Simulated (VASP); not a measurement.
Here is the system:

```xyz
2
Lattice="0.0000 2.0901 2.0901 2.0901 0.0000 2.0901 2.0901 2.0901 0.0000" Properties=species:S:1:pos:R:3 pbc="T T T"
Mg     0.0000     0.0000     0.0000
O      2.0901     2.0901     2.0901
```

All values below come from optB88-vdW, VASP's PBE PAW potentials (set 64) (plane waves; VASP). Numerical set-up: 520 eV cut-off, 11×11×11 Γ-centred mesh, Gaussian smearing of 0.050 eV, potentials Mg O.

### Question
Estimate the energy per atom (σ→0), pressure, band gap (on the k-mesh) with the smallest direct gap where there is one.

### Answer

```json
{
 "band gap (on the k-mesh)": "5.16 eV",
 "smallest direct gap (on the k-mesh)": "5.16 eV",
 "energy per atom (σ→0)": "-4.592 eV/atom",
 "pressure": "5.20 GPa"
}
```

The absolute energy has meaning only against runs of the same code, potentials and settings.

The compound is MgO in the rock salt structure. This cell is one point of a volume scan, at 0.97 of the reference volume.
